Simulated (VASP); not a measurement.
Runs of VASP 6.6.1 on Si2W. It takes space group I4/mmm (No. 139, tetragonal). Conventional cell: a = 3.215 Å, b = 3.215 Å, c = 7.802 Å, α = 90.00°, β = 90.00°, γ = 90.00°. Si (site symmetry 4mm) has 5 Si at 2.57 to 2.63 Å and 5 W at 2.61 Å as nearest neighbours. W (site symmetry 4/mmm) has 10 Si at 2.61 Å as nearest neighbours. The cell is a database's computed one.

```tsv
task	level	potentials or basis	cell	cutoff (eV)	gap on the mesh (eV)	pressure (GPa)	relaxed volume (Å³/atom)
single point	PBEsol	VASP PAW PBE potentials, release 64 (Si, W_sv)	as given	520	none	-0.8	-
relaxation of cell and atoms	PBEsol	VASP PAW PBE potentials, release 64 (Si, W)	relaxed	580	none	0.0	13.35
relaxation of cell and atoms	RPBE	VASP PAW PBE potentials, release 64 (Si, W_sv)	relaxed	600	none	0.0	(a)
relaxation of cell and atoms	PBEsol	VASP PAW PBE potentials, release 64 (Si, W_sv)	relaxed	300	none	0.0	13.35
relaxation of cell and atoms	PBEsol	VASP PAW PBE potentials, release 64 (Si, W_sv)	relaxed	600	none	0.0	13.38
```

Alike in all rows: no spin polarisation; k mesh 18 × 18 × 18; smearing gaussian 0.1 eV.

Fill in the values left out.

(a) 13.83.

Caveats: the PAW data sets were made with another functional, which shifts forces and pressure a little; the cutoff is under 1.25 times the usual one of these potentials, so pressure, stress and relaxed cells hold a basis-set (Pulay) error (some runs).

A k mesh can miss the band edges, and the runs leave out spin-orbit coupling on W.

A gap of «none» marks a metal or a gap under the smearing width.

The runs don't all hold the same shells in valence.

Runs at the PBE level aren't shown here.
